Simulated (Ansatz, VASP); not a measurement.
## Cross-check of Si5Ge16H20 (H-capped Ge nanowire along [001] with a Si core) between VASP and Ansatz

Wanted: the spread between two codes on one cell, functional and k mesh. The cell is taken from a series of runs on this material, whose earlier steps may have relaxed, scaled, displaced or heated it; both programs get it as it stands.

Program: Ansatz 0.2.0. Level of theory: plane waves, with VASP 6.6.1 beside it; single point at revPBE. Results are calculated unless marked as measured.

## (1) The structure

The cell holds 41 atoms: 16 Ge, 5 Si and 20 H. Its edges and angles: a = 22.500 Å, b = 22.500 Å, c = 5.658 Å, α = 90.0°, β = 90.0°, γ = 90.0°. It derives from Ge (diamond-structure). As first built, before any earlier steps moved the atoms (in the runner's words): round section of size parameter 4.53 A cut from diamond-structure Ge (a = 5.658 A) along [001], 1 periods, broken bonds capped with H, Si core of radius 2.49 A. Vacuum lies along a and b. The structure's axis is c.

## (2) VASP: single point, revPBE

With cell and atoms fixed, the geometry can't cause a difference; cores, projectors, grids and the points listed under the comparison can.

Lines of VASP's logs that name or quote its potential files are left out, and so is its time.

INCAR

```
SYSTEM = Si5Ge16H20
PREC = Accurate
ENCUT = 410
EDIFF = 1E-06
NELM = 120
ISMEAR = 0
SIGMA = 0.01
LREAL = Auto
ALGO = Normal
GGA = RE
NBANDS = 160
LORBIT = 11
LWAVE = .FALSE.
LCHARG = .FALSE.
ISIF = 2
LASPH = .TRUE.
GGA_COMPAT = .FALSE.
EFERMI = MIDGAP
KPAR = 2
```

POSCAR

```
Si5Ge16H20
1.0
   22.5001000000      0.0000000000      0.0000000000
    0.0000000000     22.5001000000      0.0000000000
    0.0000000000      0.0000000000      5.6580000000
Ge Si H
16 5 20
Direct
    0.3238000000      0.4112600000      0.4981300000
    0.3217300000      0.4995200000      0.2518000000
    0.3217600000      0.5879200000      0.5044000000
    0.4116600000      0.3209800000      0.0032600000
    0.5012500000      0.3223600000      0.2464600000
    0.4105400000      0.4096600000      0.7482500000
    0.4108700000      0.5865500000      0.7552900000
    0.4112900000      0.6788200000      0.0014100000
    0.4996600000      0.6782500000      0.2491100000
    0.5899500000      0.3231700000      0.0011200000
    0.6789200000      0.4097600000      0.4972900000
    0.5875100000      0.4108500000      0.7538100000
    0.6779900000      0.5019900000      0.2520100000
    0.6775600000      0.5900000000      0.4969600000
    0.5894000000      0.5888300000      0.7525100000
    0.5892300000      0.6782200000      0.9982500000
    0.4996500000      0.4106300000      0.5011900000
    0.4115700000      0.4998600000      0.9975300000
    0.4992200000      0.4996800000      0.2431700000
    0.4997300000      0.5880900000      0.5036900000
    0.5892900000      0.4999600000      0.0041300000
    0.3231600000      0.3570700000      0.3504800000
    0.2652500000      0.4105300000      0.6572800000
    0.2660600000      0.5004200000      0.0962700000
    0.2667500000      0.5892600000      0.6579100000
    0.3213600000      0.6440900000      0.3392900000
    0.3549200000      0.3218900000      0.1498400000
    0.4116000000      0.2666400000      0.8405600000
    0.5002800000      0.2685100000      0.4077400000
    0.4106700000      0.7326400000      0.8404800000
    0.3552600000      0.6771200000      0.1560300000
    0.5018300000      0.7339500000      0.4053600000
    0.6453700000      0.3232500000      0.1490900000
    0.5877000000      0.2665600000      0.8470500000
    0.6786200000      0.3547800000      0.3384400000
    0.7320700000      0.4100400000      0.6619000000
    0.7334800000      0.4981000000      0.0914600000
    0.7316300000      0.5893000000      0.6596600000
    0.6766000000      0.6441500000      0.3406500000
    0.5879700000      0.7336000000      0.8427300000
    0.6436800000      0.6778900000      0.1570800000
```

KPOINTS

```
Automatic mesh
0
Gamma
1 1 5
0 0 0
```

Potentials, in the order of the species: Ge_d, Si and H (PBE family, release 64).

Started as:

```console
$ mpirun -np 8 vasp_std
```

Numbers of over 12 decimals in the logs are rounded to 6 here.

What it wrote:

```text
[banner, memory and clock lines left out]
running    8 mpi-ranks, on    1 nodes
[...]
|                                                                             |
|           W    W    AA    RRRRR   N    N  II  N    N   GGGG   !!!           |
|           W    W   A  A   R    R  NN   N  II  NN   N  G    G  !!!           |
|           W    W  A    A  R    R  N N  N  II  N N  N  G       !!!           |
|           W WW W  AAAAAA  RRRRR   N  N N  II  N  N N  G  GGG   !            |
|           WW  WW  A    A  R   R   N   NN  II  N   NN  G    G                |
|           W    W  A    A  R    R  N    N  II  N    N   GGGG   !!!           |
|                                                                             |
|     For optimal performance we recommend to set                             |
|       NCORE = 2 up to number-of-cores-per-socket                            |
|     NCORE specifies how many cores store one orbital (NPAR=cpu/NCORE).      |
|     This setting can greatly improve the performance of VASP for DFT.       |
[...]
|                                                                             |
|     You enforced a specific xc type in the INCAR file but a different       |
|     [... a line on the potential file left out ...]
|     I HOPE YOU KNOW WHAT YOU ARE DOING!                                     |
|                                                                             |

 LDA part: xc-table for (Slater+PW92), standard interpolation
 POSCAR, INCAR and KPOINTS ok, starting setup
[...]
entering main loop
       N       E                     dE             d eps       ncg     rms          rms(c)
DAV:   1     0.199712904079E+04    0.19971E+04   -0.11072E+05  1088   0.155E+03
DAV:   2     0.143517182986E+03   -0.18536E+04   -0.18001E+04  1304   0.338E+02
DAV:   3    -0.146071677087E+03   -0.28959E+03   -0.28761E+03  1336   0.171E+02
DAV:   4    -0.162868501474E+03   -0.16797E+02   -0.16697E+02  1096   0.502E+01
[...]
DAV:  26    -0.157585415855E+03   -0.61871E-05   -0.29409E-07   696   0.616E-03    0.226E-04
DAV:  27    -0.157585420619E+03   -0.47631E-05   -0.33452E-07   672   0.282E-03    0.181E-04
DAV:  28    -0.157585421260E+03   -0.64155E-06   -0.86655E-08   736   0.244E-03
   1 F= -.15758542E+03 E0= -.15758542E+03  d E =0.000000E+00
```

OUTCAR, selected parts (step 2):

```text
  Total        2.2699963      2.8758358      6.1084929      0.1511284     -0.2254008      2.2833281
  in kB        1.2697081      1.6085806      3.4167470      0.0845327     -0.1260765      1.2771651
  external PRESSURE =       2.0983452 kB  Pullay stress =       0.0000000 kB

 POSITION                                       TOTAL-FORCE (eV/Angst)
 -----------------------------------------------------------------------------------
      7.28553      9.25339      2.81842        -1.095727      0.880306      1.100918
      7.23896     11.23925      1.42468         0.668335      0.169053     -0.196239
      7.23963     13.22826      2.85390         0.238361      0.072333     -0.343535
      9.26239      7.22208      0.01845         0.354399      0.086044     -0.454138
     11.27818      7.25313      1.39447        -0.090563      0.681499      0.248309
      9.23719      9.21739      4.23360         0.537930      0.392807      0.310126
      9.24462     13.19743      4.27343         0.296792      0.506581     -0.203433
      9.25407     15.27352      0.00798         0.205671     -0.511045     -0.219273
     11.24240     15.26069      1.40946         0.201049     -0.625163      0.243443
     13.27393      7.27136      0.00634        -0.786793     -0.450379     -0.578093
     15.27577      9.21964      2.81367        -0.593057      0.785430      0.254995
     13.21903      9.24417      4.26506         0.238481      0.451359     -0.440384
     15.25484     11.29483      1.42587        -0.241385     -0.682772     -0.118594
     15.24517     13.27506      2.81180        -0.035316     -0.590157      0.622696
[...]
-----------------------------------------------------------------------------------
    total drift:                               -0.001704      0.004599      0.007156

  FREE ENERGIE OF THE ION-ELECTRON SYSTEM (eV)
  ---------------------------------------------------
  free  energy   TOTEN  =      -157.5854212601 eV

  energy  without entropy=     -157.5854212601  energy(sigma->0) =     -157.58542126

[... 3 further parts left out ...]
[key lines of the parts left out:]
E-fermi :  -2.3149
```

## (3) Ansatz: single point, revPBE

Ansatz runs on its default PAW (the set named soft_2) files.

The same cell, functional and mesh now go to Ansatz, which takes its cutoff from its data sets.

input.yaml

```yaml
crystal:
  lattice:
    - [22.5001, 0.0, 0.0]
    - [0.0, 22.5001, 0.0]
    - [0.0, 0.0, 5.658]
  atoms:
    - { symbol: Ge, position: [0.3238, 0.41126, 0.49813] }
    - { symbol: Ge, position: [0.32173, 0.49952, 0.2518] }
    - { symbol: Ge, position: [0.32176, 0.58792, 0.5044] }
    - { symbol: Ge, position: [0.41166, 0.32098, 0.00326] }
    - { symbol: Ge, position: [0.50125, 0.32236, 0.24646] }
    - { symbol: Si, position: [0.49965, 0.41063, 0.50119] }
    - { symbol: Ge, position: [0.41054, 0.40966, 0.74825] }
    - { symbol: Si, position: [0.41157, 0.49986, 0.99753] }
    - { symbol: Si, position: [0.49922, 0.49968, 0.24317] }
    - { symbol: Si, position: [0.49973, 0.58809, 0.50369] }
    - { symbol: Ge, position: [0.41087, 0.58655, 0.75529] }
    - { symbol: Ge, position: [0.41129, 0.67882, 0.00141] }
    - { symbol: Ge, position: [0.49966, 0.67825, 0.24911] }
    - { symbol: Ge, position: [0.58995, 0.32317, 0.00112] }
    - { symbol: Ge, position: [0.67892, 0.40976, 0.49729] }
    - { symbol: Ge, position: [0.58751, 0.41085, 0.75381] }
    - { symbol: Si, position: [0.58929, 0.49996, 0.00413] }
    - { symbol: Ge, position: [0.67799, 0.50199, 0.25201] }
    - { symbol: Ge, position: [0.67756, 0.59, 0.49696] }
    - { symbol: Ge, position: [0.5894, 0.58883, 0.75251] }
    - { symbol: Ge, position: [0.58923, 0.67822, 0.99825] }
    - { symbol: H, position: [0.32316, 0.35707, 0.35048] }
    - { symbol: H, position: [0.26525, 0.41053, 0.65728] }
    - { symbol: H, position: [0.26606, 0.50042, 0.09627] }
    - { symbol: H, position: [0.26675, 0.58926, 0.65791] }
    - { symbol: H, position: [0.32136, 0.64409, 0.33929] }
    - { symbol: H, position: [0.35492, 0.32189, 0.14984] }
    - { symbol: H, position: [0.4116, 0.26664, 0.84056] }
    - { symbol: H, position: [0.50028, 0.26851, 0.40774] }
    - { symbol: H, position: [0.41067, 0.73264, 0.84048] }
    - { symbol: H, position: [0.35526, 0.67712, 0.15603] }
    - { symbol: H, position: [0.50183, 0.73395, 0.40536] }
    - { symbol: H, position: [0.64537, 0.32325, 0.14909] }
    - { symbol: H, position: [0.5877, 0.26656, 0.84705] }
    - { symbol: H, position: [0.67862, 0.35478, 0.33844] }
    - { symbol: H, position: [0.73207, 0.41004, 0.6619] }
    - { symbol: H, position: [0.73348, 0.4981, 0.09146] }
    - { symbol: H, position: [0.73163, 0.5893, 0.65966] }
    - { symbol: H, position: [0.6766, 0.64415, 0.34065] }
    - { symbol: H, position: [0.58797, 0.7336, 0.84273] }
    - { symbol: H, position: [0.64368, 0.67789, 0.15708] }
kpoints:
  mp_grid: { grid: [1, 1, 5] }
hamiltonian:
  xc: revpbe
scf:
  occupations: { method: fixed }
output:
  forces: true
  populations: true
  dos:
    method: { smearing: { sigma: 0.1 } }
    de: 0.1
    projected:
      site_lists:
        Ge: [Ge]
        H: [H]
        Si: [Si]
        wire: [0, 1, 2, 3, 4, 5, 6, 7, 8, 9, 10, 11, 12, 13, 14, 15, 16, 17, 18, 19, 20]
        hydrogen: [21, 22, 23, 24, 25, 26, 27, 28, 29, 30, 31, 32, 33, 34, 35, 36, 37, 38, 39, 40]
  eigenvalues: true
```

Started as:

```console
$ ansatz run input.yaml --threads 8 --pin off --max-ram 15872MiB --backend cpu --events-out ev --progress --plain --runs-dir out
```

What it wrote:

```text
Engine: ansatz 0.2.0, aarch64-unknown-linux-gnu
Pseudopotentials: kind: paw
Pseudopotential: Ge, paw, valence charge 14, recommended cutoff 420 eV (normal), Ge.paw.azcp
Pseudopotential: Si, paw, valence charge 4, recommended cutoff 420 eV (normal), Si.paw.azcp
Pseudopotential: H, paw, valence charge 1, recommended cutoff 420 eV (normal), H.paw.azcp
Functional definition: revPBE
  parameter kappa = 1.245
  parameter beta = 0.066725
  exchange = pbe_x(kappa = kappa, mu = beta*pi^2/3)
  correlation = pbe_c(beta = beta)
Crystal: 41 atoms, lattice volume = 2864.388 Å³
Basis set: ecut = 420 eV, 56071 PW (Γ), exchange–correlation on 320×320×80 points (8 copies of the dense FFT grid, shifted against one another)
Bands: 173, of which v1, the nominal top of the filled ones, is band 132 counted from 1 (131 counted from 0)
Symmetry: 1 space group operations
Space group: P1 (ITA 1), of the structure as read, at distance tolerance 1.4e-4 Å
k-points: 3 of 5 (time reversal used)
Non-local potential: Ge, projectors of the file, l = 0: 2, l = 1: 2, l = 2: 3, l = 3: 1
Non-local potential: Si, projectors of the file, l = 0: 2, l = 1: 2, l = 2: 2
Non-local potential: H, projectors of the file, l = 0: 2, l = 1: 1
PAW form: soft (Blöchl's): semilocal exchange-correlation on the pseudo side does not see the compensation charge
PAW frozen core: Ge, regenerated for the run's functional, and the local potential with it (the file was generated under x = pbe(κ = 0.804, μ = 0.219515), c = pbe(β = 0.066725))
PAW frozen core: Si, regenerated for the run's functional, and the local potential with it (the file was generated under x = pbe(κ = 0.804, μ = 0.219515), c = pbe(β = 0.066725))
PAW one-centre angular grid: Ge, 590 points (default); XC on 64 Gauss nodes
PAW one-centre angular grid: Si, 110 points (default); XC on 64 Gauss nodes
PAW one-centre angular grid: H, 110 points (default); XC on 64 Gauss nodes
Initial density: superposition of atomic densities (neutral atoms: chi_scale 0, normalization atom), corrected by the library's trained network
Initial wavefunctions: pseudopotential atomic-orbital guess
Functional: x = revpbe(κ = 1.245, μ = 0.219515), c = pbe(β = 0.066725)
SCF iter   1: F=—  HF=-72289.471115 eV  |F-HF|=—  |Δ(HF+E_count)|=         —  Δρ=1.84e-3  dr2=1.51e-1  ethr=1.77e-3  ⟨swp⟩=5.0  Hψ=1684  notcnv=0  defer=102
preconditioner: auto → Resta (q_TF=auto, 1.834 Å⁻¹)  ε∞=1.6  [insulator: Δε(μ)=2.731 eV  Ē_g=9.051 eV  n_scr=314 (ndim 8)  ℏωp=7.1 eV  f_vac=0.743  ε∞_Penn≈1.6  vacuum switching on, ρ_ref=5.9e-3 e/Å³]
SCF iter   2: F=—  HF=-72289.467584 eV  |F-HF|=—  |Δ(HF+E_count)|=   3.53e-3  Δρ=5.69e-4  dr2=7.44e-2  ethr=5.73e-5  ⟨swp⟩=3.3  Hψ=1008  notcnv=0  defer=117
SCF iter   3: F=—  HF=-72289.458103 eV  |F-HF|=—  |Δ(HF+E_count)|=   9.48e-3  Δρ=4.22e-4  dr2=7.10e-3  ethr=2.82e-5  ⟨swp⟩=4.0  Hψ=527  notcnv=0  defer=117
SCF iter   4: F=—  HF=-72289.459165 eV  |F-HF|=—  |Δ(HF+E_count)|=   1.06e-3  Δρ=1.52e-4  dr2=6.26e-4  ethr=2.69e-6  ⟨swp⟩=2.0  Hψ=523  notcnv=0  defer=117
SCF iter   5: F=—  HF=-72289.459325 eV  |F-HF|=—  |Δ(HF+E_count)|=   1.60e-4  Δρ=4.16e-5  dr2=7.49e-5  ethr=2.37e-7  ⟨swp⟩=2.0  Hψ=820  notcnv=0  defer=117
SCF iter   6: F=—  HF=-72289.459176 eV  |F-HF|=—  |Δ(HF+E_count)|=   1.49e-4  Δρ=1.30e-5  dr2=1.45e-5  ethr=2.84e-8  ⟨swp⟩=2.0  Hψ=675  notcnv=0  defer=107
SCF iter   7: F=—  HF=-72289.459163 eV  |F-HF|=—  |Δ(HF+E_count)|=   1.29e-5  Δρ=7.01e-6  dr2=4.56e-6  ethr=5.47e-9  ⟨swp⟩=2.0  Hψ=525  notcnv=0  defer=109
SCF iter   8: F=—  HF=-72289.459162 eV  |F-HF|=—  |Δ(HF+E_count)|=   6.33e-7  Δρ=3.12e-6  dr2=5.51e-7  ethr=1.73e-9  ⟨swp⟩=2.0  Hψ=515  notcnv=0  defer=109
SCF iter   9: F=-72289.459163 eV  HF=-72289.459163 eV  |F-HF|=2.11e-7  |Δ(HF+E_count)|=   7.90e-7  Δρ=1.10e-6  dr2=9.37e-8  ethr=3.79e-11  ⟨swp⟩=21.0  Hψ=3447  notcnv=0
SCF 1 converged in 9 iterations: F = -72289.459163 eV  dr2 = 9.37e-8
  greatest PAW one-centre occupation: 0.998 electrons in one spin orbital (limit 2), on the Ge atom at site 0 (counted from 0), in its partial waves of l = 2
SCF converged after 9 iterations
Free energy (F): -72289.459163 eV
Harris-Foulkes:  -72289.459163 eV  (|F-HF|=2.11e-7)
Internal energy: -72289.459163 eV  (E = F + TS)
E sigma→0 (E₀):  -72289.459163 eV
Fermi energy:    -3.196739 eV
--- Per-component energies (eV) ---
  E_band       = -5011.142553
  E_kinetic    = 2242.358836
  E_local      = -192075.304481  (includes V_loc(G=0)·N_el)
  E_nonlocal   = 6863.677196
  E_hartree    = 92242.083234
  E_xc         = -1657.727176
  E_vxc        = -1483.995168  (∫ρ·V_xc dr)
  E_paw        = -34980.135192  (= ΣΔE_a)
  E_vpaw       = -5042.070973  (= ΣTr[D̂ρ^β])
  E_aug_tail   = -0.020537  (compensation charges beyond the density's cutoff)
  E_ewald      = 55077.792549
  E_core_change = -2.183592  (= ΣΔE_core)
  E_smearing   = -0.000000  (= −TS)
  E_closure    = -0.000000  (closes the sum)
  Σ components = -72289.459163   (vs F -72289.459163, Δ=0.00e0)
--- Forces (eV/Å), atoms counted from 1 ---
  atom   1  Ge    -1.07449036     0.92228876     1.11594940
  atom   2  Ge     0.69072748     0.16569576    -0.17875470
  atom   3  Ge     0.26980431     0.05291076    -0.34982358
  atom   4  Ge     0.38476052     0.11646202    -0.45406305
  atom   5  Ge    -0.08801072     0.70354163     0.22583778
  atom   6  Si    -0.06532021     0.35179798    -0.44456953
  atom   7  Ge     0.53680741     0.38667693     0.31119886
  atom   8  Si    -0.11170682    -0.48495733     0.41735773
  atom   9  Si     0.21201737     0.03312041     0.52578387
  atom  10  Si    -0.01515468    -0.14239873    -0.46277608
  atom  11  Ge     0.29277199     0.51485701    -0.20396395
  atom  12  Ge     0.23510038    -0.54431887    -0.21823167
  atom  13  Ge     0.19844597    -0.64725822     0.22533050
  atom  14  Ge    -0.81856000    -0.42596596    -0.58215897
  atom  15  Ge    -0.62595178     0.81257246     0.25195281
  atom  16  Ge     0.24667762     0.45159778    -0.44177294
  atom  17  Si    -0.28788027     0.01952917     0.03068001
  atom  18  Ge    -0.25820746    -0.68423710    -0.09968858
  atom  19  Ge    -0.06145455    -0.62032661     0.62501183
  atom  20  Ge    -0.35966613    -0.32882361    -0.15238936
  atom  21  Ge    -0.71885168    -0.06437805    -0.14200726
  atom  22  H     -0.24586675    -0.87356560    -0.43862891
  atom  23  H      0.47006990     0.01790575    -0.27964014
  atom  24  H     -0.30317176    -0.04435082    -0.23861354
[...]
atom  34  H      0.05700322    -0.09537625    -0.10991510
  atom  35  H      0.30932606    -0.08773145     0.15533905
  atom  36  H      0.51686984    -0.03463175     0.30685042
  atom  37  H      0.12700783     0.10647236    -0.12403304
  atom  38  H      0.38761647     0.04954848     0.18017259
  atom  39  H      0.30219382     0.43756014    -0.06099769
  atom  40  H      0.05264758     0.33522626    -0.24599838
  atom  41  H      0.25560401     0.31855827    -0.06863094
  max |Σ_I F_I| component: 5.76e-5 eV/Å
--- Band table (eV) ---
  k-point 0: bands = [... 128 lower, -3.4672, -3.4249, -3.3644, -3.1967, -0.4681, -0.3580, -0.2885, -0.1936, ... 37 higher]
  k-point 1: bands = [... 128 lower, -3.7265, -3.4362, -3.3504, -3.3062, -0.2942, -0.2252, -0.1765, -0.1481, ... 37 higher]
  k-point 2: bands = [... 128 lower, -3.8462, -3.6766, -3.5311, -3.4586, -0.3029, -0.2518, -0.2165, -0.1099, ... 37 higher]
--- Löwdin populations: 41 sites ---
  site symbol       q [e]
     0     Ge     13.8072
     1     Ge     13.9272
     2     Ge     13.8092
     3     Ge     13.8017
     4     Ge     13.9313
     5     Si      3.9367
     6     Ge     14.0290
     7     Si      3.9321
     8     Si      3.9839
     9     Si      3.9403
    10     Ge     14.0312
    11     Ge     13.8030
    12     Ge     13.9343
    13     Ge     13.7994
    14     Ge     13.8093
    15     Ge     14.0324
    16     Si      3.9325
    17     Ge     13.9334
    18     Ge     13.7986
    19     Ge     14.0293
    20     Ge     13.8042
    21      H      1.0433
    22      H      1.0470
    23      H      1.0304
[...]
33      H      1.0408
    34      H      1.0397
    35      H      1.0390
    36      H      1.0355
    37      H      1.0379
    38      H      1.0382
    39      H      1.0377
    40      H      1.0420
  spilling = 0.004625 (of n_electrons = 264.000000)
```

Reading the cycles: dr2 is the Hartree energy of the density residual (eV), the measure of convergence; HF is the Harris–Foulkes estimate of the energy, which meets the free energy F at convergence.

## (4) Differences

Known differences besides the potentials themselves: fixed occupations in Ansatz, narrow Gaussian smearing in VASP; the cutoff is 420 eV in Ansatz and 410 eV in VASP (PREC = Accurate, projectors in real space); Ansatz makes its cores anew for this functional, VASP keeps those of its PBE data sets. Total energies have different zeros and are not compared.

The two programs side by side:

```csv
quantity,Ansatz,VASP,difference
gap on the k mesh (eV),2.729,2.730,-0.001
```

Forces on 8 of the 41 atoms, those with the largest forces and the largest differences (eV/Å; atoms numbered as in POSCAR):

```csv
atom,"Ansatz x, y, z","VASP x, y, z"
Ge1,"-1.074, 0.922, 1.116","-1.096, 0.880, 1.101"
Ge5,"-0.088, 0.704, 0.226","-0.091, 0.681, 0.248"
Ge10,"-0.819, -0.426, -0.582","-0.787, -0.450, -0.578"
Ge11,"-0.626, 0.813, 0.252","-0.593, 0.785, 0.255"
Ge13,"-0.258, -0.684, -0.100","-0.241, -0.683, -0.119"
Ge14,"-0.061, -0.620, 0.625","-0.035, -0.590, 0.623"
H22,"-0.246, -0.874, -0.439","-0.246, -0.828, -0.407"
H33,"0.450, -0.278, 0.140","0.410, -0.280, 0.111"
```

The forces differ by 21 meV/Å r.m.s., which is 5.5 % of the r.m.s. force of 0.375 eV/Å (both taken over all components). A gap on the mesh is an upper bound, since the band edges may lie between its points. With vacuum in the cell, a pressure given here is an average over mostly empty space and none of the material.

## (5) What came out

| Quantity | Value |
| --- | --- |
| r.m.s. force difference (single point, revPBE) | 5.5 % of the r.m.s. force |

The r.m.s. force difference is 5.5 % of the r.m.s. force (single point, revPBE), beyond the 3 % picked in this series as the mark of a large difference. What causes the difference of the single point, revPBE pair stays open here. How closely two codes agree says nothing of how well the functional describes the real material.

[Lines on the potential files, build, host, timing and source positions are cut from VASP's logs without a mark.]

[Logs are printed without paths, hosts, clocks, repeated set-up lines and the standing remarks that a program may print on its own settings, such as how far it seeks lower states.]

[Hosts, paths, dates, database ids (printed as entryN), source tags and the programs' standing remarks are cut or masked in the printed files.]
